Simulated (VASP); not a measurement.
Given:

```xyz
1
Lattice="0.0000 1.7287 1.7287 1.7287 0.0000 1.7287 1.7287 1.7287 0.0000" Properties=species:S:1:pos:R:3 pbc="T T T"
Ni     0.0000     0.0000     0.0000
```
Starting moments (μB, in the order of the record's atoms Ni): 0.6.

Method: AM05 GGA, VASP's PBE PAW potentials (set 64) (plane waves; VASP 6.6.1). Settings: 520 eV cut-off, Gaussian smearing of 0.050 eV, potentials Ni.

Task: Give the spin-up energies of bands 1 to 6 at the high-symmetry points, in eV from the Fermi level.

Result: 
```csv
band,Γ,X,U,L,W
1,-9.42,-4.99,-4.25,-5.13,-4.05
2,-2.54,-4.47,-3.96,-2.55,-3.25
3,-2.54,-0.53,-2.22,-2.55,-3.25
4,-2.54,-0.41,-1.13,-0.57,-1.38
5,-1.30,-0.41,-0.69,-0.57,-0.41
6,-1.30,2.42,5.91,-0.46,8.00
```

Task: Give the spin-down energies of bands 1 to 6 at the high-symmetry points, in eV from the Fermi level.

Result: 
```csv
band,Γ,X,U,L,W
1,-9.43,-4.63,-3.82,-4.73,-3.64
2,-1.86,-3.91,-3.46,-1.94,-2.70
3,-1.86,0.11,-1.66,-1.94,-2.70
4,-1.86,0.37,-0.53,-0.48,-0.79
5,-0.69,0.37,0.08,0.15,0.37
6,-0.69,2.42,6.13,0.15,8.19
```

It has no gap at this level: it comes out as a metal or semimetal.

The compound is Ni in the fcc structure. It was relaxed first, which changed the volume by -5 %.
